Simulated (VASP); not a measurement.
Here is the system:

```xyz
1
Lattice="-1.4280 1.4280 1.4280 1.4280 -1.4280 1.4280 1.4280 1.4280 -1.4280" Properties=species:S:1:pos:R:3 pbc="T T T"
Fe     0.0000     0.0000     0.0000
```
Starting moments (μB, in the order of the record's atoms Fe): 2.3.

These are revPBE GGA, VASP's PBE PAW potentials (set 64) (plane waves; VASP) values and carry that method's errors. Settings: 520 eV cut-off, Gaussian smearing of 0.050 eV, potentials Fe.

Problem. Give the spin-up energies of bands 1 to 6 at the high-symmetry points, in eV from the Fermi level.

Solution. 
```tsv
band	Γ	H	N	P
1	-8.22	-4.67	-4.75	-3.12
2	-2.24	-4.67	-3.27	-3.12
3	-2.24	0.08	-1.01	-3.12
4	-2.24	0.08	-0.90	-0.87
5	-1.08	0.08	0.34	-0.87
6	-1.08	9.84	0.59	8.51
```

Problem. Give the spin-down energies of bands 1 to 6 at the high-symmetry points, in eV from the Fermi level.

Solution. 
| band | Γ | H | N | P |
|---|---|---|---|---|
| 1 | -8.10 | -2.79 | -3.44 | -1.68 |
| 2 | -0.23 | -2.79 | -1.48 | -1.68 |
| 3 | -0.23 | 2.37 | 0.64 | -1.68 |
| 4 | -0.23 | 2.37 | 1.63 | 2.07 |
| 5 | 1.77 | 2.37 | 2.02 | 2.07 |
| 6 | 1.77 | 10.06 | 2.66 | 9.38 |

It has no gap at this level: it comes out as a metal or semimetal.

The compound is Fe in the bcc structure. It was relaxed first.
